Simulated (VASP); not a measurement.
Data:

```xyz
10
Lattice="2.8400 0.0000 0.0000 0.0000 4.0164 0.0000 0.0000 0.0000 24.6805" Properties=species:S:1:pos:R:3 pbc="T T T"
Al     1.4200     0.0000     8.3238
Al     1.4200     2.0082    10.3320
Al     1.4200     0.0000    12.3402
Al     1.4200     2.0082    14.3485
Al     1.4200     0.0000    16.3567
Fe     0.0000     2.0082     8.3238
Fe     0.0000     0.0000    10.3320
Fe     0.0000     2.0082    12.3402
Fe     0.0000     0.0000    14.3485
Fe     0.0000     2.0082    16.3567
```

Method: PBEsol GGA, VASP's PBE PAW potentials (set 64) (plane waves; VASP). Settings: PREC = Normal, EDIFF = 1E-5, 400 eV cut-off, 10×7×1 Γ-centred mesh, first-order Methfessel-Paxton smearing of 0.10 eV, potentials Al Fe.

Task: The ions are relaxed. Which structure does the run end with?

Result: 
```xyz
10
Lattice="2.8400 0.0000 0.0000 0.0000 4.0164 0.0000 0.0000 0.0000 24.6805" Properties=species:S:1:pos:R:3 pbc="T T T"
Al     1.4200     0.0000     8.2537
Al     1.4200     2.0082    10.3656
Al     1.4200     0.0000    12.3402
Al     1.4200     2.0082    14.3149
Al     1.4200     0.0000    16.4267
Fe     2.8400     2.0082     8.3973
Fe     2.8400     0.0000    10.3071
Fe     2.8400     2.0082    12.3402
Fe     2.8400     0.0000    14.3734
Fe     0.0000     2.0082    16.2831
```

Task: How much energy does the relaxation gain?

Result: The energy (σ→0) changes by -3.4 meV/atom, in 8 ionic steps.

The cell is a thin slab with vacuum, built from FeAl (CsCl type): (110) face. The run is not spin-polarised, so no magnetic state was tried.
